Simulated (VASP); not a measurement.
Here is the system:

```
CELL_PARAMETERS angstrom
      4.12301     0.00000     0.00000
      0.00000     4.12301     0.00000
      0.00000     0.00000     4.12301
ATOMIC_POSITIONS crystal
  Ba 0.00000 0.00000 0.00000
  Hf 0.50000 0.50000 0.50000
  O  0.50000 0.00000 0.50000
  O  0.00000 0.50000 0.50000
  O  0.50000 0.50000 0.00000
```

These are LDA (Ceperley-Alder, Perdew-Zunger), VASP's LDA PAW potentials (set 64) (plane waves; VASP 6.6.1) values and carry that method's errors. Numerical set-up: 520 eV cut-off, Gaussian smearing of 0.050 eV, potentials Ba_sv Hf_pv O.

Unless said otherwise, spin-orbit coupling is left out, though it shifts the bands of the heavy elements here.

Problem. Predict the band gap (along the path) with the smallest direct gap where there is one.

Solution. 
```
Quantity                               Result
------------------------------------  -------
band gap (along the path)             3.47 eV
smallest direct gap (along the path)  3.64 eV
```

The compound is BaHfO3 in the cubic perovskite structure. It was relaxed first.
